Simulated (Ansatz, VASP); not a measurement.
# Co (Co chain with one atom pushed 0.5 A aside at constant bond length): VASP beside Ansatz, part 2 of 2

One calculation is typed for both programs; each brings its own data sets. How far apart do they land? The cell is taken from a series of runs on this material, whose earlier steps may have relaxed, scaled, displaced or heated it; both programs get it as it stands.

VASP 6.6.1 and Ansatz 0.2.0.

So far: Set-up; Ansatz: single point, LDA.

## 3. VASP: single point, LDA

Level of this step: LDA, spin-polarised from a ferromagnetic start; plane waves and PAW (Co) (VASP).

The same cell, functional (in two slightly different forms), mesh and smearing now go to VASP, with its own data sets.

Lines of VASP's logs that name or quote its potential files are left out, and so is its time.

Input file INCAR:

```
SYSTEM = Co
PREC = Accurate
ENCUT = 520
EDIFF = 1E-06
NELM = 200
ISMEAR = -1
SIGMA = 0.1
LREAL = .FALSE.
ALGO = Normal
GGA = PW92
NBANDS = 79
ISPIN = 2
MAGMOM = 2.01 2.01 2.01 2.01 2 1.99 2 2.01 2.01 2.01 2.01
LASPH = .TRUE.
LMAXMIX = 4
LORBIT = 11
LWAVE = .FALSE.
LCHARG = .FALSE.
ISIF = 2
GGA_COMPAT = .FALSE.
KPAR = 2
```

Input file POSCAR:

```
Co
1.0
    7.5000000000      0.0000000000      0.0000000000
    0.0000000000      7.5000000000      0.0000000000
    0.0000000000      0.0000000000     23.5321047333
Co
11
Direct
    0.5000000000      0.5000000000      1.0000000000
    0.5000000000      0.5000000000      0.0913645432
    0.5000000000      0.5000000000      0.1827290864
    0.5000000000      0.5000000000      0.2740936297
    0.5000000000      0.5000000000      0.3654581729
    0.5666666670      0.5000000000      0.4543177284
    0.5000000000      0.5000000000      0.5431772839
    0.5000000000      0.5000000000      0.6345418271
    0.5000000000      0.5000000000      0.7259063703
    0.5000000000      0.5000000000      0.8172709136
    0.5000000000      0.5000000000      0.9086354568
```

Input file KPOINTS:

```
Automatic mesh
0
Gamma
1 1 4
0 0 0
```

PAW data sets: Co (LDA family, release 64).

Launch:

```bash
$ mpirun -np 2 vasp_std
```

Numbers of over 12 decimals in the logs are rounded to 6 here.

The program printed:

```text
[banner, memory and clock lines left out]
running    2 mpi-ranks, on    1 nodes
 distrk:  each k-point on    1 cores,    2 groups
 distr:  one band on    1 cores,    1 groups

 POSCAR found type information on POSCAR Co
 POSCAR found :  1 types and      11 ions
|                                                                             |
|               ----> ADVICE to this user running VASP <----                  |
|                                                                             |
|     You enforced a specific xc type in the INCAR file but a different       |
|     [... a line on the potential file left out ...]
|     I HOPE YOU KNOW WHAT YOU ARE DOING!                                     |
|                                                                             |

 LDA part: xc-table for (Slater(with rela. corr.)+PW92), standard interpolation
 POSCAR, INCAR and KPOINTS ok, starting setup
 FFT: planning ... GRIDC
 FFT: planning ... GRID_SOFT
 FFT: planning ... GRID
 WAVECAR not read
 entering main loop
       N       E                     dE             d eps       ncg     rms          rms(c)
DAV:   1     0.522986651581E+03    0.52299E+03   -0.31248E+04   948   0.923E+02
DAV:   2    -0.188159859118E+02   -0.54180E+03   -0.49485E+03   948   0.237E+02
DAV:   3    -0.495212393077E+02   -0.30705E+02   -0.28821E+02  1105   0.616E+01
DAV:   4    -0.504676040310E+02   -0.94636E+00   -0.92876E+00  1057   0.148E+01
DAV:   5    -0.504900112851E+02   -0.22407E-01   -0.22373E-01  1158   0.147E+00    0.219E+01
DAV:   6    -0.505350824792E+02   -0.45071E-01   -0.59684E+01  1075   0.524E+01    0.207E+01
DAV:   7    -0.489196420505E+02    0.16154E+01   -0.14163E+01  1142   0.310E+01    0.251E+01
DAV:   8    -0.503097319179E+02   -0.13901E+01   -0.73902E+00  1052   0.419E+01    0.345E+01
DAV:   9    -0.481933609580E+02    0.21164E+01   -0.20384E+00  1140   0.225E+01    0.161E+01
DAV:  10    -0.489684321501E+02   -0.77507E+00   -0.35175E+00  1211   0.265E+01    0.259E+01
DAV:  11    -0.484159043132E+02    0.55253E+00   -0.25469E+00  1219   0.185E+01    0.176E+01
DAV:  12    -0.477743395482E+02    0.64156E+00   -0.15841E+00  1153   0.148E+01    0.694E+00
DAV:  13    -0.478993289970E+02   -0.12499E+00   -0.51916E-01  1261   0.938E+00    0.985E+00
DAV:  14    -0.477472153059E+02    0.15211E+00   -0.33099E-01  1124   0.786E+00    0.448E+00
[...]
DAV:  27    -0.477897581275E+02   -0.52694E-04   -0.76805E-06   990   0.202E-02    0.206E-02
DAV:  28    -0.477897956906E+02   -0.37563E-04   -0.50029E-06   858   0.200E-02    0.110E-02
DAV:  29    -0.477898144559E+02   -0.18765E-04   -0.23978E-06   854   0.125E-02    0.747E-03
DAV:  30    -0.477898258731E+02   -0.11417E-04   -0.11054E-06   706   0.790E-03    0.634E-03
DAV:  31    -0.477898401372E+02   -0.14264E-04   -0.17414E-06   810   0.782E-03    0.524E-03
DAV:  32    -0.477898523257E+02   -0.12188E-04   -0.28564E-06   881   0.699E-03    0.470E-03
DAV:  33    -0.477898534147E+02   -0.10890E-05   -0.24968E-07   603   0.431E-03    0.197E-03
DAV:  34    -0.477898536196E+02   -0.20494E-06   -0.43022E-08   544   0.156E-03
   1 F= -.47789854E+02 E0= -.47294827E+02  d E =-.990053E+00  mag=    23.9110
```

Parts of OUTCAR (step 3):

```text
ion  position               nearest neighbor table
   1  0.500  0.500  0.000-   2 2.15  11 2.15
   2  0.500  0.500  0.091-   1 2.15   3 2.15
   3  0.500  0.500  0.183-   2 2.15   4 2.15
   4  0.500  0.500  0.274-   5 2.15   3 2.15
   5  0.500  0.500  0.365-   4 2.15   6 2.15
   6  0.567  0.500  0.454-   5 2.15   7 2.15
   7  0.500  0.500  0.543-   8 2.15   6 2.15
   8  0.500  0.500  0.635-   7 2.15   9 2.15
   9  0.500  0.500  0.726-   8 2.15  10 2.15
  10  0.500  0.500  0.817-  11 2.15   9 2.15
  11  0.500  0.500  0.909-   1 2.15  10 2.15

  LATTYP: Found a simple tetragonal cell.
 ALAT       =     7.5000000000
 C/A-ratio  =     3.1376139644

 Subroutine GETGRP returns: Found  4 space group operations
 (whereof  2 operations were pure point group operations)

The static configuration has the point symmetry C_1h.
 The point group associated with its full space group is C_2v.

 Found      3 irreducible k-points:

   k-points           NKPTS =      3   k-points in BZ     NKDIM =      3   number of bands    NBANDS=     79

   dimension x,y,z NGX =    56 NGY =   56 NGZ =  180
   dimension x,y,z NGXF=   112 NGYF=  112 NGZF=  360

   ENCUT  =  520.0 eV  38.22 Ry    6.18 a.u.  13.95 13.95 43.75*2*pi/ulx,y,z

   NELECT =      99.0000    total number of electrons

 k-points in reciprocal lattice and weights: Automatic mesh
   0.00000000  0.00000000  0.00000000       0.250
   0.00000000  0.00000000  0.25000000       0.500
   0.00000000  0.00000000  0.50000000       0.250

 average (electrostatic) potential at core
       1 -91.5596       2 -91.5594       3 -91.5612       4 -91.5556       5 -91.5590
       6 -91.5478       7 -91.5590       8 -91.5556       9 -91.5613      10 -91.5594
      11 -91.5596

 E-fermi :  -3.5089

 spin component 1
 k-point     1 :       0.0000    0.0000    0.0000
  band No.  band energies     occupation
    ...
     58      -4.2663      0.99949
     59      -4.2043      0.99905
     60      -4.1677      0.99863
     61      -3.8917      0.97872
     62      -3.8648      0.97232
     63      -2.0405      0.00000
     64      -1.9583      0.00000
     65      -1.3916      0.00000
     66      -1.3807      0.00000
     67      -0.9605      0.00000
    ...

 k-point     2 :       0.0000    0.0000    0.2500
  band No.  band energies     occupation
    ...
     57      -4.3586      0.99980
     58      -4.2534      0.99942
     59      -4.2318      0.99928
     60      -4.1922      0.99892
     61      -4.1734      0.99870
     62      -3.4827      0.43488
     63      -2.5308      0.00006
     64      -1.5047      0.00000
     65      -1.3604      0.00000
     66      -1.2946      0.00000
    ...

 k-point     3 :       0.0000    0.0000    0.5000
  band No.  band energies     occupation
    ...
     57      -4.2806      0.99955
     58      -4.2744      0.99953
     59      -4.2685      0.99950
     60      -4.2536      0.99942
     61      -4.1915      0.99892
     62      -3.0531      0.01037
     63      -3.0065      0.00654
     64      -1.3405      0.00000
     65      -1.2829      0.00000
     66      -1.2730      0.00000
    ...

 spin component 2
 k-point     1 :       0.0000    0.0000    0.0000
  band No.  band energies     occupation
    ...
     34      -3.7083      0.88015
     35      -3.5890      0.69022
     36      -3.5704      0.64915
     37      -3.5627      0.63142
     38      -3.5372      0.57042
     39      -3.4206      0.29252
     40      -3.4174      0.28601
     41      -3.4168      0.28472
     42      -3.4103      0.27176
     43      -3.2670      0.08172
    ...

 k-point     2 :       0.0000    0.0000    0.2500
  band No.  band energies     occupation
    ...
     33      -3.6915      0.86132
     34      -3.6689      0.83207
     35      -3.6392      0.78630
     36      -3.6366      0.78205
     37      -3.5184      0.52388
     38      -3.5002      0.47842
     39      -3.4633      0.38793
     40      -3.4381      0.33000
     41      -3.4353      0.32381
     42      -3.3287      0.14165
    ...

 k-point     3 :       0.0000    0.0000    0.5000
  band No.  band energies     occupation
    ...
     34      -3.6369      0.78254
     35      -3.5715      0.65152
     36      -3.5707      0.64971
     37      -3.5693      0.64653
     38      -3.5638      0.63397
     39      -3.4455      0.34668
     40      -3.4189      0.28908
     41      -3.3968      0.24585
     42      -3.3666      0.19430
     43      -3.3608      0.18537
    ...

  Total       -1.0916828     -1.1321088    -14.1843412      0.0000000      0.0000000      0.0000000
  in kB       -1.3213679     -1.3702994    -17.1686621      0.0000000      0.0000000      0.0000000
  external PRESSURE =      -6.6201098 kB  Pullay stress =       0.0000000 kB

  energy-cutoff  :      520.00
  volume of cell :     1323.68
      direct lattice vectors                 reciprocal lattice vectors
     7.500000000  0.000000000  0.000000000     0.133333333  0.000000000  0.000000000
     0.000000000  7.500000000  0.000000000     0.000000000  0.133333333  0.000000000
     0.000000000  0.000000000 23.532104733     0.000000000  0.000000000  0.042495136

 POSITION                                       TOTAL-FORCE (eV/Angst)
 -----------------------------------------------------------------------------------
      3.75000      3.75000      0.00000         0.004147      0.000000     -0.012368
      3.75000      3.75000      2.15000        -0.004061      0.000000      0.021711
      3.75000      3.75000      4.30000        -0.003251      0.000000     -0.023580
      3.75000      3.75000      6.45000         0.081355      0.000000      0.016281
      3.75000      3.75000      8.60000        -0.142806      0.000000      0.118108
      4.25000      3.75000     10.69105         0.129231      0.000000      0.000000
      3.75000      3.75000     12.78210        -0.142806      0.000000     -0.118108
      3.75000      3.75000     14.93210         0.081355      0.000000     -0.016281
      3.75000      3.75000     17.08210        -0.003251      0.000000      0.023580
      3.75000      3.75000     19.23210        -0.004061      0.000000     -0.021711
      3.75000      3.75000     21.38210         0.004147      0.000000      0.012368
 -----------------------------------------------------------------------------------
    total drift:                                0.000163      0.000000     -0.000008

  FREE ENERGIE OF THE ION-ELECTRON SYSTEM (eV)
  ---------------------------------------------------
  free  energy   TOTEN  =       -47.7898536196 eV

  energy  without entropy=      -46.7998003543  energy(sigma->0) =      -47.29482699

 total charge
# of ion       s       p       d       tot
------------------------------------------
    1        0.529   0.156   7.281   7.966
    2        0.529   0.156   7.281   7.966
    3        0.529   0.157   7.281   7.966
    4        0.531   0.155   7.282   7.968
    5        0.527   0.159   7.281   7.967
    6        0.527   0.156   7.288   7.971
    7        0.527   0.159   7.281   7.967
    8        0.531   0.155   7.282   7.968
    9        0.529   0.157   7.281   7.966
   10        0.529   0.156   7.281   7.966
   11        0.529   0.156   7.281   7.966
--------------------------------------------------
tot          5.818   1.721  80.100  87.639

 magnetization (x)
# of ion       s       p       d       tot
------------------------------------------
    1        0.050   0.012   2.037   2.099
    2        0.050   0.013   2.036   2.099
    3        0.050   0.011   2.036   2.098
    4        0.052   0.014   2.032   2.097
    5        0.049   0.012   2.027   2.088
    6        0.046   0.009   2.012   2.067
    7        0.049   0.012   2.027   2.088
    8        0.052   0.014   2.032   2.097
    9        0.050   0.011   2.036   2.098
   10        0.050   0.013   2.036   2.099
   11        0.050   0.012   2.037   2.099
--------------------------------------------------
tot          0.548   0.132  22.348  23.028
```

## 4. Side by side

Known differences besides the potentials themselves: VASP starts from the moments at which Ansatz ended; the data sets hold 187 valence electrons in Ansatz (on its default PAW (the set named soft_2) files) and 99 in VASP; the cutoff is 420 eV in Ansatz and 520 eV in VASP; VASP's log shows a relativistic correction to its local exchange, Ansatz's none; site moments are counted in spheres of each program's own size. Total energies have different zeros and are not compared.

Both answers:

| quantity | Ansatz | VASP | difference |
| --- | --- | --- | --- |
| total moment (μB) | 24.06 | 23.91 | +0.15 |
| moment on Co1 (μB) | 2.01 | 2.10 | -0.09 |
| moment on Co2 (μB) | 2.01 | 2.10 | -0.09 |
| moment on Co11 (μB) | 2.01 | 2.10 | -0.09 |
| moment on Co10 (μB) | 2.01 | 2.10 | -0.09 |
| moment on Co3 (μB) | 2.01 | 2.10 | -0.08 |
| moment on Co9 (μB) | 2.01 | 2.10 | -0.08 |
| moment on Co8 (μB) | 2.01 | 2.10 | -0.09 |
| moment on Co4 (μB) | 2.01 | 2.10 | -0.09 |

## 5. Results

| Property | Result |
| --- | --- |
| difference in total moment (single point, LDA) | 0.15 μB |

**Reading.** The difference in total moment is 0.15 μB (single point, LDA). The data sets hold unlike numbers of valence electrons (187 in Ansatz and 99 in VASP), so part of the differences comes from the potentials. Such differences can come from data sets, numerical settings and the points named under the comparisons, not from the functional's error against experiment.

[Lines on the potential files, build, host, timing and source positions are cut from VASP's logs without a mark.]

[Logs are printed without paths, hosts, clocks, repeated set-up lines and the standing remarks that a program may print on its own settings, such as how far it seeks lower states.]

[Hosts, paths, dates, database ids (printed as entryN), source tags and the programs' standing remarks are cut or masked in the printed files.]
